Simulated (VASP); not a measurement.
# LiPb (R-3m) in VASP: notebook, part 2 of 2

VASP 6.6.1. Earlier steps stand in the parts before.

## 4. Single point, LDA

This run uses another cell than the first one, of 23.99 Å³/atom, 1.080 times its volume.

INCAR reads:

```
SYSTEM = LiPb
PREC = Accurate
ENCUT = 520
EDIFF = 1E-6
ISMEAR = -1
SIGMA = 0.1
LREAL = .FALSE.
LASPH = .TRUE.
NELM = 100
ALGO = Normal
ISIF = 2
LWAVE = .FALSE.
LCHARG = .FALSE.
NBANDS = 16
```

KPOINTS reads:

```
regular mesh
0
G
  7 7 7
  0 0 0
```

POSCAR reads:

```
LiPb
1.0
    2.5582950138      1.4770324214      2.1162665736
   -2.5582950138      1.4770324214      2.1162665736
    0.0000000000     -2.9540648427      2.1162665736
Li Pb
1 1
Direct
    0.5000000000      0.5000000000      0.5000000000
    0.0000000000      0.0000000000      0.0000000000
```

Potentials or basis: VASP PAW LDA potentials, release 64 (Li_sv, Pb_d).

Started as:

```sh
$ cat potpaw_LDA.64/Li_sv/POTCAR potpaw_LDA.64/Pb_d/POTCAR > POTCAR
$ mpirun -np 1 vasp_std > vasp.out
```

OUTCAR:

```text
SYSTEM = LiPb
   PREC = Accurate
   ENCUT = 520
   EDIFF = 1E-6
   ISMEAR = -1
   LREAL = .FALSE.
   LASPH = .TRUE.
   NELM = 100
   ISIF = 2

 ion  position               nearest neighbor table
   1  0.500  0.500  0.500-   2 3.14   2 3.14   2 3.14   2 3.14   2 3.14   2 3.14   2 3.17   2 3.17

   2  0.000  0.000  0.000-   1 3.14   1 3.14   1 3.14   1 3.14   1 3.14   1 3.14   1 3.17   1 3.17

  LATTYP: Found a trigonal (rhomboedric) cell.
 ALAT       =     3.6338799245
 COS(alpha) =     0.0087341113

  Lattice vectors:

 A1 = (   2.5582950138,   1.4770324214,   2.1162665736)
 A2 = (  -2.5582950138,   1.4770324214,   2.1162665736)
 A3 = (   0.0000000000,  -2.9540648427,   2.1162665736)

Analysis of symmetry for initial positions (statically):
=====================================================================
 Subroutine PRICEL returns:
 Original cell was already a primitive cell.

 Routine SETGRP: Setting up the symmetry group for a
 trigonal (rhombohedral) supercell.

 Subroutine GETGRP returns: Found 12 space group operations
 (whereof 12 operations were pure point group operations)
 out of a pool of 12 trial point group operations.

The static configuration has the point symmetry D_3d.

Analysis of symmetry for dynamics (positions and initial velocities):
=====================================================================
 Subroutine PRICEL returns:
 Original cell was already a primitive cell.

 Routine SETGRP: Setting up the symmetry group for a
 trigonal (rhombohedral) supercell.

 Subroutine GETGRP returns: Found 12 space group operations
 (whereof 12 operations were pure point group operations)
 out of a pool of 12 trial point group operations.

The dynamic configuration has the point symmetry D_3d.

 Subroutine INISYM returns: Found 12 space group operations
 (whereof 12 operations are pure point group operations),
 and found     1 'primitive' translations

----------------------------------------------------------------------------------------

                                     Primitive cell

  volume of cell :      47.9802

  direct lattice vectors                    reciprocal lattice vectors
     2.558295014  1.477032421  2.116266574     0.195442667  0.112838868  0.157510088
    -2.558295014  1.477032421  2.116266574    -0.195442667  0.112838868  0.157510088
     0.000000000 -2.954064843  2.116266574     0.000000000 -0.225677736  0.157510088

  length of vectors
     3.633879795  3.633879795  3.633879924     0.275208782  0.275208782  0.275208772

  position of ions in fractional coordinates (direct lattice)
     0.500000000  0.500000000  0.500000000
     0.000000000  0.000000000  0.000000000

  ion indices of the primitive-cell ions
   primitive index   ion index
                 1           1
                 2           2

----------------------------------------------------------------------------------------

 KPOINTS: regular mesh

Automatic generation of k-mesh.
 Grid dimensions read from file:
 generate k-points for:    7    7    7

 Generating k-lattice:

  Cartesian coordinates                     Fractional coordinates (reciprocal lattice)
     0.027920381  0.016119838  0.022501441     0.142857143  0.000000000  0.000000000
    -0.027920381  0.016119838  0.022501441     0.000000000  0.142857143  0.000000000
     0.000000000 -0.032239677  0.022501441     0.000000000  0.000000000  0.142857143

  Length of vectors
     0.039315540  0.039315540  0.039315539

  Shift w.r.t. Gamma in fractional coordinates (k-lattice)
     0.000000000  0.000000000  0.000000000

 Subroutine IBZKPT returns following result:
 ===========================================

 Found     44 irreducible k-points:

 Following reciprocal coordinates:
            Coordinates               Weight
  0.000000  0.000000  0.000000      1.000000
  0.142857 -0.000000  0.000000      6.000000
  0.285714 -0.000000 -0.000000      6.000000
  0.428571 -0.000000  0.000000      6.000000
  0.142857  0.142857  0.000000      6.000000
  0.285714  0.142857  0.000000     12.000000
[... 16 lines left out ...]
  0.285714  0.285714  0.142857      6.000000
  0.428571  0.285714  0.142857     12.000000
 [... further k-points ...]
   k-points           NKPTS =     44   k-points in BZ     NKDIM =     44   number of bands    NBANDS=     16
   number of dos      NEDOS =    301   number of ions     NIONS =      2
   total plane-waves  NPLWV =  21952
   dimension x,y,z NGX =    28 NGY =   28 NGZ =   28
   dimension x,y,z NGXF=    56 NGYF=   56 NGZF=   56
   ions per type =               1   1
   NGX,Y,Z   is equivalent  to a cutoff of  12.81, 12.81, 12.81 a.u.
   NGXF,Y,Z  is equivalent  to a cutoff of  25.62, 25.62, 25.62 a.u.
 SYSTEM =  LiPb
   PREC   = accura    normal or accurate (medium, high low for compatibility)
   ISTART =      0    job   : 0-new  1-cont  2-samecut
   ICHARG =      2    charge: 1-file 2-atom 10-const
   ISPIN  =      1    spin polarized calculation?
   LNONCOLLINEAR =      F non collinear calculations
   LSORBIT =      F    spin-orbit coupling
   LASPH  =      T    aspherical Exc in radial PAW
   ENCUT  =  520.0 eV  38.22 Ry    6.18 a.u.   6.76  6.76  6.76*2*pi/ulx,y,z
   NELM   =    100;   NELMIN=  2; NELMDL= -5     # of ELM steps
   EDIFF  = 0.1E-05   stopping-criterion for ELM
   LREAL  =      F    real-space projection
   EDIFFG = 0.1E-04   stopping-criterion for IOM
   NSW    =      0    number of steps for IOM
   IBRION =     -1    ionic relax: 0-MD 1-quasi-New 2-CG
   NFREE  =      0    steps in history (QN), initial steepest desc. (CG)
   ISIF   =      2    stress and relaxation
   ISYM   =      2    0-nonsym 1-usesym 2-fastsym
   POTIM  = 0.5000    time-step for ionic-motion
   TEBEG  =    0.0;   TEEND  =   0.0 temperature during run
   PSTRESS=    0.0 pullay stress
   NELECT =      17.0000    total number of electrons
   NUPDOWN=      -1.0000    fix difference up-down
   EMIN   =  10.00;   EMAX   =-10.00  energy-range for DOS
   EFERMI =   0.00;   METHOD = LEGACY
   ISMEAR =    -1;   SIGMA  =   0.10  broadening in eV -4-tet -1-fermi 0-gaus
   EFERMI_NEDOS =   21; number of points for ismear=-14 and -15
   IALGO  =     38    algorithm
   IMIX   =      4    mixing-type and parameters
     AMIX     =   0.40;   BMIX     =  1.00
     AMIX_MAG =   1.60;   BMIX_MAG =  1.00
  volume/ion in A,a.u.               =      23.99       161.89
  Fermi-wavevector in a.u.,A,eV,Ry     =   1.158432  2.189118 18.258524  1.341964
  Thomas-Fermi vector in A             =   2.295034
   LORBIT       =      0    0 simple, 1 ext, 2 COOP (PROOUT), +10 PAW based schemes
   GGA     = CA    functional components
   LHFCALC =     F    Hartree Fock is set to
   AEXX    =    0.0000 exact exchange contribution
   IVDW    =     0    specifies the selected vdW correction
   LEPSILON=     F    determine dielectric tensor
   LRPA    =     F    only Hartree local field effects (RPA)
 non-spin polarized calculation
  energy-cutoff  :      520.00
  volume of cell :       47.98
 maximum number of plane-waves:      1321
   NGX = 13   NGY = 13   NGZ = 13

 number of electron      16.9999987 magnetization

 Free energy of the ion-electron system (eV)
  ---------------------------------------------------
  ext. energy  EPLUGINS =         0.00000000
  ---------------------------------------------------
  free energy    TOTEN  =        -6.90688601 eV

  energy without entropy =       -6.88570960  energy(sigma->0) =       -6.89629781

 E-fermi :   4.4702     XC(G=0):  -9.3562

 val. band max:        4.3497998775   @ k =   0.2857   0.2857   0.2857
 cond. band min:       4.5607790264   @ k =  -0.2857   0.4286   0.2857
 fundamental gap:      0.2109791488
 Fermi energy:         4.4701725683

 k-point     1 :       0.0000    0.0000    0.0000
  band No.  band energies     occupation
      1     -41.1132      2.00000
      2     -12.0966      2.00000
      3     -12.0966      2.00000
      4     -11.9079      2.00000
      5     -11.9079      2.00000
      6     -11.9066      2.00000
[... 8 lines left out ...]
     15      16.5344      0.00000
     16      16.5344      0.00000
[... 419 lines left out ...]
 k-point    24 :       0.4286    0.2857    0.1429
  band No.  band energies     occupation
      1     -41.1116      2.00000
      2     -12.0096      2.00000
      3     -11.9898      2.00000
      4     -11.9741      2.00000
      5     -11.9510      2.00000
      6     -11.8679      2.00000
[... 8 lines left out ...]
     15      16.2249      0.00000
     16      17.5455      0.00000

 [... further k-points ...]

------------------------ aborting loop because EDIFF is reached ----------------------------------------

  FORCE on cell =-STRESS in cart. coord.  units (eV):
  Direction    XX          YY          ZZ          XY          YZ          ZX
  --------------------------------------------------------------------------------------
  -------------------------------------------------------------------------------------
  Total       -1.2545264     -1.2545266     -1.3521795      0.0000000     -0.0000000      0.0000000
  in kB      -41.8917138    -41.8917198    -45.1525887      0.0000000     -0.0000000      0.0000000
  external PRESSURE =     -42.9786741 kB  Pullay stress =       0.0000000 kB

 VOLUME and BASIS-vectors are now :
 -----------------------------------------------------------------------------
  energy-cutoff  :      520.00
  volume of cell :       47.98
      direct lattice vectors                 reciprocal lattice vectors
     2.558295014  1.477032421  2.116266574     0.195442667  0.112838868  0.157510088
    -2.558295014  1.477032421  2.116266574    -0.195442667  0.112838868  0.157510088
     0.000000000 -2.954064843  2.116266574     0.000000000 -0.225677736  0.157510088

 POSITION                                       TOTAL-FORCE (eV/Angst)
 -----------------------------------------------------------------------------------
      0.00000      0.00000      3.17440         0.000000     -0.000000      0.000000
      0.00000      0.00000      0.00000        -0.000000      0.000000     -0.000000
 -----------------------------------------------------------------------------------
    total drift:                               -0.000000     -0.000000      0.000000

  FREE ENERGIE OF THE ION-ELECTRON SYSTEM (eV)
  ---------------------------------------------------
  free  energy   TOTEN  =        -6.9068860141 eV

  energy  without entropy=       -6.8857095969  energy(sigma->0) =       -6.89629781
```

stdout:

```text
POSCAR found type information on POSCAR LiPb
 POSCAR found :  2 types and       2 ions
 scaLAPACK will be used
 LDA part: xc-table for (Slater(with rela. corr.)+CA(PZ))
 , standard interpolation
 POSCAR, INCAR and KPOINTS ok, starting setup
 FFT: planning ... GRIDC
 FFT: planning ... GRID_SOFT
 FFT: planning ... GRID
 WAVECAR not read
 entering main loop
```

Wall time 8.5 s (1 thread of Intel Xeon 6975P-C (Granite Rapids), shared host); peak memory 0.15 GiB.

Results:

```yaml
Free_energy: -6.9069 eV
Band_gap_on_the_k_mesh: none (metal or under the smearing width)
```

Levels at points of the mesh, in eV from the Fermi level:
| k point | band 6 | band 7 | band 8 | band 9 | band 10 | band 11 | band 12 | band 13 |
| --- | --- | --- | --- | --- | --- | --- | --- | --- |
| (0.00, 0.00, 0.00) | -16.38 | -9.93 | 2.30 | 2.30 | 2.39 | 5.00 | 6.51 | 6.51 |

Caveat: the cutoff is under 1.25 times the usual one of these potentials, so pressure, stress and relaxed cells hold a basis-set (Pulay) error. The run has no spin-orbit coupling, so splittings on Pb are missing.

## 5. The runs side by side

```tsv
cell	gap on the mesh (eV)
R-3m, 22.21 Å³/atom	none
R-3m, 23.4 Å³/atom	none
R-3m, 23.99 Å³/atom	none
```

Alike in all rows: task single point; level LDA; potentials or basis VASP PAW LDA potentials, release 64 (Li_sv, Pb_d); no spin polarisation; k mesh 7 × 7 × 7; cutoff (eV) 520; smearing fermi-dirac 0.1 eV.

Every run on the cell as given and a fine mesh finds a metal.

Caveats: the cutoff is under 1.25 times the usual one of these potentials, so pressure, stress and relaxed cells hold a basis-set (Pulay) error.

Absolute energies hang on the potentials; compare differences alone.
